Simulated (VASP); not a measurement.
# Ta: Ta into a neighbouring Ta vacancy, part 3 of 5

Wanted: the minimum-energy path in Ta for this move: Ta into a neighbouring Ta vacancy.

VASP 6.6.1; PBEsol; plane waves and PAW (Ta).

So far. Step 2 (Relax the host): The run ended after 3 ionic steps, 0.013 eV below its first step, once forces and stress met EDIFFG = -0.02. Step 3 (Relax the start): The run ended after 9 ionic steps, 0.785 eV below its first step, once the forces on the free atoms met EDIFFG = -0.05.

## Step 4: Relax the end

The end state is relaxed in the same way, so that both ends share their errors.

Contents of INCAR:

```
SYSTEM = Ta
PREC = Normal
ENCUT = 280
EDIFF = 1E-05
NELM = 120
ISMEAR = 1
SIGMA = 0.15
LREAL = Auto
ALGO = Fast
GGA = PS
NBANDS = 174
LASPH = .TRUE.
LORBIT = 11
LWAVE = .FALSE.
LCHARG = .FALSE.
KPAR = 6
IBRION = 2
NSW = 60
ISIF = 2
EDIFFG = -0.05
POTIM = 0.4
MAXMIX = 40
ISYM = 0
```

Contents of POSCAR:

```
Ta
1.0
    9.8227434096      0.0000000000      0.0000000000
    0.0000000000      9.8227434096      0.0000000000
    0.0000000000      0.0000000000      9.8227434096
Ta
53
Direct
    0.3333301429      0.0018315991     -0.0004818681
    0.6653852428      0.0004713776      0.0014255727
    0.0013512672      0.3373494697      0.0004258840
   -0.0012062009     -0.0002565051      0.3331857197
    0.0002213992     -0.0000611394      0.0003542105
    0.3299313304      0.3350225334     -0.0011702215
    0.3309446754      0.0012985194      0.3360155290
    0.5010038502      0.1669948017      0.1647685813
    0.6725134393      0.3351256200     -0.0023197077
    0.6650792529      0.0001770977      0.3301677591
    0.8336766802      0.1657319552      0.1691634653
    0.0019590345      0.6611462427      0.0000849103
   -0.0032933111      0.3355926573      0.3336756122
    0.1677832701      0.4978313091      0.1703895172
    0.3374463866      0.6644986959      0.0007590855
   -0.0013709051     -0.0000479905      0.6640897146
    0.1704683450      0.1646933290      0.4993971464
    0.3343543982      0.3320148408      0.3328460714
    0.4988523779      0.4997282618      0.1642833353
    0.6657748831      0.6662454139     -0.0006794965
    0.3334487592     -0.0005967828      0.6682002737
    0.4993419437      0.1663884357      0.4986464447
    0.6655946345      0.3307587108      0.3343896266
    0.8310070626      0.4984813685      0.1673981215
    0.6674863427     -0.0008146701      0.6625552576
    0.8341895366      0.1671951615      0.4971242632
    0.0015684459      0.6652391637      0.3310403117
    0.1668615831      0.8329699513      0.1670792276
   -0.0032694493      0.3370231988      0.6654395989
    0.1635317802      0.5012600190      0.4992775865
    0.3339947748      0.6659751930      0.3332116965
    0.5005004159      0.8318130800      0.1680486423
    0.1657099073      0.1648959045      0.8334901783
    0.3342394779      0.3328669069      0.6649104979
    0.5012619398      0.4964158103      0.4979010668
    0.6667471389      0.6638954258      0.3333903322
    0.8332216270      0.8351632493      0.1648040702
    0.4987255973      0.1673450549      0.8283295101
    0.6729786351      0.3319108168      0.6651806561
    0.8350866673      0.4999188987      0.4963769213
    0.8346098145      0.1684082939      0.8324172017
   -0.0005733640      0.6676561756      0.6648163074
    0.1675592657      0.8337391232      0.4986257757
    0.1638322205      0.4995406460      0.8315508939
    0.3353722957      0.6669600376      0.6682590620
    0.5002741025      0.8338686239      0.4984057429
    0.5013602054      0.5036338082      0.8327027812
    0.6654597238      0.6663452968      0.6656867362
    0.8319050576      0.8336147081      0.4994076654
    0.8362630110      0.5000004106      0.8339928476
    0.1686050699      0.8327209670      0.8362586597
    0.4987117770      0.8316875045      0.8325875803
    0.8330997582      0.8304801218      0.8332618771
```

Contents of KPOINTS:

```
Automatic mesh
0
Monkhorst-Pack
2 2 2
0 0 0
```

PAW data sets: Ta (PBE family, release 64).

Launch:

```bash
$ mpirun -np 6 vasp_std
```

Log:

```text
[... set-up lines as in an earlier step ...]
 entering main loop
       N       E                     dE             d eps       ncg     rms          rms(c)
DAV:   1     0.190311960154E+03    0.19031E+03   -0.73443E+04  1392   0.779E+02
DAV:   2    -0.613335752066E+03   -0.80365E+03   -0.76336E+03  1656   0.155E+02
DAV:   3    -0.689298087493E+03   -0.75962E+02   -0.66743E+02  1976   0.386E+01
DAV:   4    -0.693187618294E+03   -0.38895E+01   -0.37576E+01  1976   0.950E+00
DAV:   5    -0.693314607753E+03   -0.12699E+00   -0.12623E+00  2144   0.171E+00    0.112E+02
RMM:   6    -0.675435997089E+03    0.17879E+02   -0.24023E+01  1401   0.763E+00    0.566E+01
RMM:   7    -0.683773533898E+03   -0.83375E+01   -0.61130E+01  1738   0.965E+00    0.210E+01
RMM:   8    -0.664156779439E+03    0.19617E+02   -0.26669E+01  1439   0.670E+00    0.262E+00
RMM:   9    -0.664953261677E+03   -0.79648E+00   -0.99111E+00  1817   0.366E+00    0.231E+00
RMM:  10    -0.664788464002E+03    0.16480E+00   -0.64990E-01  1589   0.123E+00    0.144E+00
RMM:  11    -0.664752407446E+03    0.36057E-01   -0.17347E-01  1678   0.528E-01    0.860E-01
RMM:  12    -0.664747985246E+03    0.44222E-02   -0.10648E-01  1726   0.393E-01    0.402E-01
RMM:  13    -0.664745461483E+03    0.25238E-02   -0.18902E-02  1624   0.188E-01    0.278E-01
RMM:  14    -0.664743688674E+03    0.17728E-02   -0.85711E-03  1743   0.109E-01    0.132E-01
RMM:  15    -0.664743624138E+03    0.64537E-04   -0.34404E-03  1748   0.662E-02    0.835E-02
RMM:  16    -0.664743511115E+03    0.11302E-03   -0.60679E-04  1652   0.330E-02    0.456E-02
RMM:  17    -0.664743493041E+03    0.18073E-04   -0.32525E-04  1814   0.209E-02    0.184E-02
RMM:  18    -0.664743489319E+03    0.37223E-05   -0.47779E-05  1159   0.949E-03
   1 F= -.66474349E+03 E0= -.66474420E+03  d E =-.664743E+03
 curvature:   0.00 expect dE= 0.000E+00 dE for cont linesearch  0.000E+00
 trial: gam= 0.00000 g(F)=  0.349E+00 g(S)=  0.000E+00 ort = 0.000E+00 (trialstep = 0.100E+01)
 search vector abs. value=  0.349E+00
 bond charge predicted
       N       E                     dE             d eps       ncg     rms          rms(c)
DAV:   1    -0.665029908893E+03   -0.28642E+00   -0.25479E+01  1440   0.952E+00    0.149E+00
RMM:   2    -0.665031429839E+03   -0.15209E-02   -0.34653E-01  1444   0.100E+00    0.650E-01
RMM:   3    -0.665032883129E+03   -0.14533E-02   -0.13713E-01  1730   0.473E-01    0.546E-01
RMM:   4    -0.665028522626E+03    0.43605E-02   -0.30031E-02  1636   0.235E-01    0.305E-01
RMM:   5    -0.665028569049E+03   -0.46423E-04   -0.16823E-02  1784   0.151E-01    0.178E-01
RMM:   6    -0.665027974049E+03    0.59500E-03   -0.23779E-03  1492   0.714E-02    0.789E-02
RMM:   7    -0.665028018747E+03   -0.44698E-04   -0.14008E-03  1916   0.430E-02    0.421E-02
RMM:   8    -0.665028020338E+03   -0.15912E-05   -0.20783E-04  1715   0.172E-02    0.243E-02
RMM:   9    -0.665028016242E+03    0.40958E-05   -0.54491E-05  1186   0.957E-03
   2 F= -.66502802E+03 E0= -.66503260E+03  d E =-.284527E+00
[...]
3 F= -.66521496E+03 E0= -.66522628E+03  d E =-.471475E+00
[...]
4 F= -.66536258E+03 E0= -.66538225E+03  d E =-.147620E+00
[...]
5 F= -.66553736E+03 E0= -.66557223E+03  d E =-.322391E+00
[...]
6 F= -.66553813E+03 E0= -.66557367E+03  d E =-.323163E+00
[...]
7 F= -.66557416E+03 E0= -.66561011E+03  d E =-.360320E-01
[...]
8 F= -.66557446E+03 E0= -.66561039E+03  d E =-.363350E-01
 curvature:  -1.17 expect dE=-0.340E-02 dE for cont linesearch -0.677E-09
 trial: gam= 0.04801 g(F)=  0.290E-02 g(S)=  0.000E+00 ort =-0.453E-05 (trialstep = 0.203E+01)
 search vector abs. value=  0.298E-02
 bond charge predicted
       N       E                     dE             d eps       ncg     rms          rms(c)
DAV:   1    -0.665578139654E+03   -0.36805E-02   -0.87055E-01  1440   0.177E+00    0.253E-01
RMM:   2    -0.665578091607E+03    0.48046E-04   -0.94512E-03  1505   0.169E-01    0.103E-01
RMM:   3    -0.665578151969E+03   -0.60362E-04   -0.35206E-03  1771   0.747E-02    0.703E-02
RMM:   4    -0.665578126556E+03    0.25413E-04   -0.64742E-04  1640   0.352E-02    0.400E-02
RMM:   5    -0.665578124028E+03    0.25276E-05   -0.24067E-04  1813   0.191E-02    0.243E-02
RMM:   6    -0.665578122145E+03    0.18832E-05   -0.41687E-05  1090   0.887E-03
   9 F= -.66557812E+03 E0= -.66561380E+03  d E =-.365931E-02
 trial-energy change:   -0.003659  1 .order   -0.003597   -0.005876   -0.001319
 step:   2.5624(harm=  2.6171)  dis= 0.00549  next Energy=  -665.578296 (dE=-0.383E-02)
 reached required accuracy - stopping structural energy minimisation
```

Wall time 4.4 min (6 MPI ranks of Intel Xeon 6975P-C (Granite Rapids), shared host); peak memory 2.5 GiB.

Parts of OUTCAR (step 4):

```text
 Found      4 irreducible k-points:

   NELECT =     265.0000    total number of electrons

 E-fermi :   5.6858

 k-point     1 :       0.2500    0.2500    0.2500
  band No.  band energies     occupation
    ...
    129       5.5550      2.01251
    130       5.5927      1.85820
    131       5.5932      1.85505
    132       5.6316      1.56906
    133       5.6487      1.40441
    134       5.7712      0.18808
    135       5.7717      0.18522
    136       5.8444     -0.06021
    137       5.8506     -0.06514
    138       5.8512     -0.06553
    ...

 k-point     2 :      -0.2500    0.2500    0.2500
  band No.  band energies     occupation
    ...
    129       5.5548      2.01290
    130       5.5925      1.85921
    131       5.5929      1.85698
    132       5.6319      1.56658
    133       5.6479      1.41296
    134       5.7709      0.19039
    135       5.7718      0.18426
    136       5.8446     -0.06037
    137       5.8508     -0.06529
    138       5.8511     -0.06546
    ...

  Total       -7.7170354     -7.6990874     -7.7354449      0.0364944      0.0126205     -0.0293447
  in kB      -13.0455584    -13.0152176    -13.0766795      0.0616934      0.0213348     -0.0496068
  external PRESSURE =     -13.0458185 kB  Pullay stress =       0.0000000 kB

 POSITION                                       TOTAL-FORCE (eV/Angst)
 -----------------------------------------------------------------------------------
      3.18917      0.08179      0.07876         0.010568      0.002486     -0.001396
      6.55198      9.79789      9.79471        -0.007483      0.001383     -0.006268
      0.08987      3.18260      0.07958        -0.017420      0.019172     -0.001994
      0.08554      0.08225      3.18322        -0.002645     -0.001239      0.002037
      0.08833      0.08167      0.07974        -0.013654      0.005069     -0.006023
      3.19381      3.18610      0.08002        -0.009437      0.009265     -0.012657
      3.18967      0.08371      3.18182         0.006099     -0.010182      0.006705
      5.00982      1.63423      1.63292        -0.009885      0.004310     -0.010937
      6.54845      3.29544      9.79491         0.007398     -0.003148     -0.004378
      6.55052      9.79735      3.29113        -0.002176      0.001382      0.001549
      8.09112      1.63479      1.63099         0.018206      0.000484      0.002787
      9.80120      6.55087      9.79277         0.004159     -0.024715      0.003798
      0.08795      3.18523      3.18078        -0.013685      0.014867      0.016894
      1.63711      5.00662      1.62794         0.012733     -0.017960      0.019660
      3.29906      6.54780      9.79346         0.000021     -0.009056      0.002111
      9.80233      9.79910      6.54389        -0.008416     -0.008390     -0.007794
      1.63610      1.63424      5.00070         0.014786      0.007171     -0.003371
      3.18959      3.18732      3.18427         0.005807      0.005799     -0.005888
      4.88944      4.88578      1.63182         0.007858      0.005659      0.001848
      6.55131      6.54536      0.02955        -0.006979      0.006978      0.000131
      3.29878      9.79898      6.54095        -0.001855     -0.006895      0.006737
      4.89013      1.63479      4.88005         0.003060      0.007039      0.013123
      6.55280      3.29608      3.29093        -0.018874     -0.006496      0.000054
      8.21374      4.88622      1.62976        -0.017459      0.001805      0.008299
      6.54966      0.03449      6.54284        -0.000967     -0.004511     -0.004634
      8.21022      1.63501      4.88405         0.002590      0.003805     -0.006588
      9.80209      6.54514      3.29331        -0.006024      0.004960     -0.013689
      1.63869      8.08668      1.63288         0.000044      0.014387     -0.006077
      9.80210      3.29581      6.54472        -0.003581     -0.004043     -0.011896
      1.64025      4.88511      4.88275        -0.005868      0.009191     -0.000142
      3.29887      6.54686      3.29007        -0.002012     -0.007742      0.003975
      4.89025      8.20699      1.62834         0.003239     -0.000529      0.017052
      1.64024      1.63536      8.08375        -0.002761     -0.000778      0.012267
      3.29976      3.29420      6.54175        -0.007187      0.004785     -0.001841
      4.89911      4.89750      4.89057        -0.000636     -0.015020      0.003898
      6.55012      6.54704      3.23103         0.001029     -0.005445      0.005858
      8.21002      8.20586      1.63263         0.004837      0.002113     -0.006565
      4.89008      1.63357      8.20370         0.002184      0.011521     -0.007761
[...]
-----------------------------------------------------------------------------------
    total drift:                                0.016927      0.018038      0.018290

  FREE ENERGIE OF THE ION-ELECTRON SYSTEM (eV)
  ---------------------------------------------------
  free  energy   TOTEN  =      -665.5781221450 eV

  energy  without entropy=     -665.6851446100  energy(sigma->0) =     -665.61379630

 total charge
# of ion       s       p       d       tot
------------------------------------------
    1        0.686   0.693   3.323   4.703
    2        0.691   0.716   3.535   4.942
    3        0.686   0.692   3.324   4.702
    4        0.686   0.693   3.324   4.704
    5        0.686   0.694   3.321   4.701
    6        0.686   0.693   3.323   4.702
    7        0.686   0.693   3.323   4.701
    8        0.713   0.762   3.481   4.956
    9        0.691   0.716   3.533   4.940
   10        0.691   0.716   3.534   4.941
   11        0.713   0.761   3.483   4.957
   12        0.691   0.716   3.535   4.942
   13        0.686   0.693   3.322   4.701
   14        0.713   0.762   3.479   4.954
   15        0.691   0.716   3.535   4.942
   16        0.691   0.716   3.536   4.942
   17        0.713   0.762   3.482   4.956
   18        0.686   0.693   3.322   4.700
   19        0.686   0.736   3.448   4.870
   20        0.686   0.753   3.418   4.857
   21        0.691   0.716   3.534   4.941
   22        0.686   0.736   3.448   4.870
   23        0.691   0.716   3.533   4.940
   24        0.686   0.736   3.446   4.868
   25        0.686   0.753   3.419   4.858
   26        0.686   0.737   3.446   4.869
   27        0.691   0.716   3.533   4.940
   28        0.713   0.762   3.484   4.958
   29        0.691   0.716   3.534   4.940
   30        0.686   0.735   3.449   4.870
   31        0.691   0.716   3.534   4.941
   32        0.686   0.736   3.448   4.870
   33        0.713   0.762   3.483   4.958
   34        0.691   0.716   3.532   4.939
   35        0.682   0.735   3.432   4.849
   36        0.686   0.752   3.418   4.857
   37        0.686   0.737   3.449   4.872
[...]
--------------------------------------------------
tot         36.538  38.645 182.669 257.851

[... 6 parts as in an earlier step ...]

[... 4 further parts left out ...]
```

Relaxation path:

| step | energy less that of the first step (eV) | largest force (eV/Å) |
| --- | --- | --- |
| 1 | 0.0000 | 0.8100 |
| 2 | -0.2845 | 0.5712 |
| 3 | -0.4715 | 0.4707 |
| 4 | -0.6191 | 0.4174 |
| 5 | -0.7939 | 0.2077 |
| 6 | -0.7946 | 0.2061 |
| 7 | -0.8307 | 0.0894 |
| 8 | -0.8310 | 0.0832 |
| 9 | -0.8346 | 0.0295 |

The atoms that moved most (Å):

| atom | dx | dy | dz | length |
| --- | --- | --- | --- | --- |
| Ta13 | 0.120 | -0.111 | -0.097 | 0.190 |
| Ta3 | 0.077 | -0.131 | 0.075 | 0.170 |
| Ta4 | 0.097 | 0.085 | -0.090 | 0.157 |
| Ta7 | -0.061 | 0.071 | -0.119 | 0.151 |
| Ta18 | -0.095 | -0.074 | -0.085 | 0.147 |
| Ta6 | -0.047 | -0.105 | 0.092 | 0.147 |
| Ta5 | 0.086 | 0.082 | 0.076 | 0.141 |
| Ta1 | -0.085 | 0.064 | 0.083 | 0.135 |

This step gave:

| Quantity | Value |
| --- | --- |
| electronic cycles | 78 |
| free energy (TOTEN) | -665.5781 eV |
| energy at zero smearing | -665.6138 eV |

The run ended after 9 ionic steps, 0.835 eV below its first step, once the forces on the free atoms met EDIFFG = -0.05.

(Continued in part 4 of 5.)

[Lines on the potential files, build, host, timing and source positions are cut from VASP's logs without a mark.]

[Logs are printed without paths, hosts, clocks, repeated set-up lines and the standing remarks that a program may print on its own settings, such as how far it seeks lower states.]

[Hosts, paths, dates, database ids (printed as entryN), source tags and the programs' standing remarks are cut or masked in the printed files.]

[Runs that stopped without an error message from VASP are left out.]
